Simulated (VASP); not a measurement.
VASP runs on SrCl2 (space group Fm-3m) share one base input (HSE06 screened hybrid, plane waves, VASP's PBE PAW potentials (set 64)) and change the settings named in each case.

### POSCAR
```
SrCl2
1
    0.0000000000     3.5424420000     3.5424420000
    3.5424420000     0.0000000000     3.5424420000
    3.5424420000     3.5424420000     0.0000000000
Sr Cl
1 2
Direct
  0.0000000000   0.0000000000   0.0000000000
  0.7500000000   0.7500000000   0.7500000000
  0.2500000000   0.2500000000   0.2500000000
```

**KPOINTS**
```
Automatic mesh
0
Gamma
4 4 4
0.5 0.5 0.5
```

**INCAR**
```
PRECFOCK  =  Fast
LWAVE  =  .False.
LASPH  =  .True.
HFSCREEN  =  0.2   # 1/Angstrom
AEXX  =  0.25
NELM  =  100
PREC  =  Accurate
ENCUT  =  300   # plane-wave cut-off (eV)
ALGO  =  Normal
LMAXMIX  =  4   # l cut-off of mixed one-centre charges
ISIF  =  2   # forces and stress, cell fixed
SIGMA  =  0.01
ISYM  =  3
LREAL  =  .False.   # projection in real space or not
ISMEAR  =  0   # Gaussian
LHFCALC  =  .True.
SYSTEM  =  SrCl2
EDIFF  =  1E-6   # SCF stop (eV)
GGA  =  PE   # PBE
LCHARG  =  .False.
```

POTCAR, in this order: Sr_sv Cl (PBE.64 set). Program: vasp_std.

```
change                                                                           E(σ→0) (eV/atom)  pressure (GPa)
-------------------------------------------------------------------------------  ----------------  --------------
base run                                                                                  -4.9423           -1.29
AEXX removed, HFSCREEN removed, ISYM removed, LHFCALC removed, PRECFOCK removed           -4.2621           -0.79
HFRCUT = -1, HFSCREEN removed                                                             -5.1661           -1.36
KPOINTS 1×1×1 Γ-centred mesh shifted by (0.5, 0.5, 0.5)                                   -5.2143           -4.00
KPOINTS 2×2×2 Γ-centred mesh shifted by (0.5, 0.5, 0.5)                                   -4.9455           -1.36
KPOINTS 3×3×3 Γ-centred mesh shifted by (0.5, 0.5, 0.5)                                   -4.9425           -1.29
ENCUT = 210                                                                               -4.9384           -7.02
ENCUT = 270                                                                               -4.9402           -2.03
KPOINTS 2×2×2 Γ-centred mesh                                                              -4.9466           -1.30
EDIFF = 1E-04                                                                             -4.9423           -1.28
```
 Energies of different potentials or functionals have different zeros.

Left out are runs that ran out of time, are held back, or changed the cell or the kind of run, fixed moments of cells without a moment, rows past the twelfth, gaps on odd meshes, pressures of charged cells and columns that move by less than the noise.

The structure comes from a computed database's SrCl2 entry; how it stands against other phases isn't given here. The cell was not relaxed at this level, its lattice was scaled by up to 2.5 %.
